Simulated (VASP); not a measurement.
Input:

```yaml
crystal:
  lattice:
    - [4.84565, 0.00000, 0.00000]
    - [0.00000, 4.84565, 0.00000]
    - [0.00000, 0.00000, 3.29130]
  atoms:
    - { symbol: Mn, position: [0.00000, 0.00000, 0.00000], spin: 4.6 }
    - { symbol: Mn, position: [0.50000, 0.50000, 0.50000], spin: -4.6 }
    - { symbol: F, position: [0.30404, 0.30404, 0.00000] }
    - { symbol: F, position: [0.80404, 0.19596, 0.50000] }
    - { symbol: F, position: [0.19596, 0.80404, 0.50000] }
    - { symbol: F, position: [0.69596, 0.69596, 0.00000] }
```

Level of theory: r2SCAN+rVV10, VASP's PBE PAW potentials (set 64) (plane waves; VASP). Settings: 520 eV cut-off, 5×5×8 Γ-centred mesh, tetrahedra with Blöchl corrections, potentials Mn_pv F.

The cores are frozen, which limits the accuracy of field gradients.

Task: Give the principal components of the electric field gradient (V/Å²) and the asymmetry η at each nucleus.

Result: 
```tsv
atom	Vxx	Vyy	Vzz	η
Mn1	-14.5	-12.6	27.1	0.07
Mn2	-14.5	-12.6	27.1	0.07
F3	38.2	17.5	-55.6	0.37
F4	38.2	17.5	-55.6	0.37
F5	38.2	17.5	-55.6	0.37
F6	38.2	17.5	-55.6	0.37
```

The compound is MnF2 in the rutile structure. It was relaxed first.
